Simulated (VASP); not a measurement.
Method: PBEsol GGA, VASP's PBE PAW potentials (set 64) (plane waves; VASP 6.6.1).

Input for VASP

### INCAR
```
# general
SYSTEM  = HgZn3S4
PREC    = Accurate
ENCUT   = 400
LREAL   = .False.
LASPH   = .True.

# electronic loop
EDIFF   = 1E-7
NELM    = 100
ALGO    = Normal
LMAXMIX = 6

# smearing
ISMEAR  = -5

# functional
GGA     = PS

# ions
ISIF    = 2

# output
LWAVE   = .False.
LCHARG  = .True.
LORBIT  = 11
NEDOS   = 601

# other
LEFG    = .True.
```

File POSCAR:
```
HgZn3S4
11.0030950
 -0.0009010367   0.4980703416   0.5000000150
  0.4980703416  -0.0009010367   0.5000000150
  0.2485846524   0.2485846524   0.0000000000
Zn S Hg
3 4 1
Direct
  0.0009373355   0.0009373355   0.9981253291
  0.0028576953   0.4972580720   0.9998842327
  0.4972580720   0.0028576953   0.9998842327
  0.1252650561   0.1252650561   0.2494698877
  0.1036399841   0.6323988359   0.2639611800
  0.6323988359   0.1036399841   0.2639611800
  0.6406358089   0.6406358089   0.2187283823
  0.4970072122   0.4970072122   0.0059855756
```

KPOINTS:
```
Regular mesh
0
gamma
  4 4 8
0 0 0
```

POTCAR, in this order: Zn S Hg (PBE.64 set). Program: vasp_std.

Unless said otherwise, spin-orbit coupling is left out, though it shifts the bands of the heavy elements here.

Problem. Estimate the energy per atom (σ→0), band gap (on the k-mesh).

Solution. 
The energy per atom (σ→0) is -3480 meV/atom and the band gap (on the k-mesh) comes out as 1.02 eV.

OSZICAR:
```
...
DAV:  10    -0.278387282258E+02    0.30068E-03   -0.44848E-03  3689   0.886E-01    0.160E-01
DAV:  11    -0.278388595919E+02   -0.13137E-03   -0.14843E-03  3324   0.354E-01    0.115E-01
DAV:  12    -0.278389124328E+02   -0.52841E-04   -0.55924E-04  3807   0.314E-01    0.334E-02
DAV:  13    -0.278388885000E+02    0.23933E-04   -0.12333E-04  3566   0.167E-01    0.187E-02
DAV:  14    -0.278388881902E+02    0.30978E-06   -0.26553E-05  3870   0.546E-02    0.631E-03
DAV:  15    -0.278388885784E+02   -0.38825E-06   -0.44260E-06  3099   0.202E-02    0.287E-03
DAV:  16    -0.278388885859E+02   -0.74651E-08   -0.41414E-07  3025   0.116E-02
   1 F= -.27838889E+02 E0= -.27838889E+02  d E =0.000000E+00
```

The structure was generated: HgZn3S4 was put into an ordered model structure (Amm2), which need not be its known phase. It was relaxed first.
